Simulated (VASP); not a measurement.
VASP runs on CdGa2Te4 (space group I-4) share one base input (LDA (Ceperley-Alder, Perdew-Zunger), plane waves, VASP's LDA PAW potentials (set 64)) and change the settings named in each case.

File POSCAR:
```
Cd(GaTe2)2
1
   -3.0465000000     3.0465000000     5.9050000000
    3.0465000000    -3.0465000000     5.9050000000
    3.0465000000     3.0465000000    -5.9050000000
Cd Ga Te
1 2 4
Direct
  0.0000000000   0.0000000000   0.0000000000
  0.7500000000   0.2500000000   0.5000000000
  0.5000000000   0.5000000000   0.0000000000
  0.3950000000   0.4050000000   0.5300000000
  0.5950000000   0.1250000000   0.9900000000
  0.8750000000   0.8650000000   0.4700000000
  0.1350000000   0.6050000000   0.0100000000
```

INCAR:
```
ALGO  =  Normal   # blocked Davidson
SYSTEM  =  Cd(GaTe2)2
NELM  =  100
ENCUT  =  300
LMAXMIX  =  4
SIGMA  =  0.272
ISMEAR  =  0
LWAVE  =  .FALSE.
EDIFF  =  1E-6   # SCF stop (eV)
ISIF  =  2   # forces and stress, cell fixed
LREAL  =  .FALSE.   # projection in real space or not
PREC  =  Accurate
LASPH  =  .TRUE.
LCHARG  =  .FALSE.
```

KPOINTS:
```
Automatic mesh
0
Gamma
3 3 3
0 0 0
```

POTCAR, in this order: Cd Ga_d Te (LDA.64 set). Program: vasp_std.

```tsv
change	E(σ→0) (eV/atom)	pressure (GPa)	largest force (eV/Å)	−TS (eV)
base run	-3.7129	0.51	0.449	-0.0002
GGA = PS, POTCAR Cd Ga_d Te (PBE.64 set)	-3.4434	…	…	…
GGA_COMPAT = .FALSE., LNONCOLLINEAR = .TRUE., LSORBIT = .TRUE., MAGMOM = 0.0 0.0 0.0 0.0 0.0 0.0 0.0 0.0 0.0 0.0 0.0 0.0 0.0 0.0 0.0 0.0 0.0 0.0 0.0 0.0 0.0, program vasp_ncl	-3.7776	0.61	0.463	-0.0009
KPOINTS 7×7×7 Γ-centred mesh	-3.7173	0.49	0.462	0.0000
```

Q: What belongs in the gaps?

A: 
- GGA = PS, POTCAR Cd Ga_d Te (PBE.64 set), pressure (GPa): 1.99
- GGA = PS, POTCAR Cd Ga_d Te (PBE.64 set), largest force (eV/Å): 0.550
- GGA = PS, POTCAR Cd Ga_d Te (PBE.64 set), −TS (eV): -0.0001

Energies of different potentials or functionals have different zeros.  Unless said otherwise, spin-orbit coupling is left out, though it shifts the bands of the heavy elements here. At 300 eV the pressure can carry a Pulay error.

Left out are runs that ran out of time, are held back, or changed the cell or the kind of run, fixed moments of cells without a moment, rows past the twelfth, gaps on odd meshes, pressures of charged cells and columns that move by less than the noise.

The structure comes from a measured CdGa2Te4 entry of the Crystallography Open Database, whose conditions weren't checked. The cell was not relaxed at this level, forces remain on its atoms.
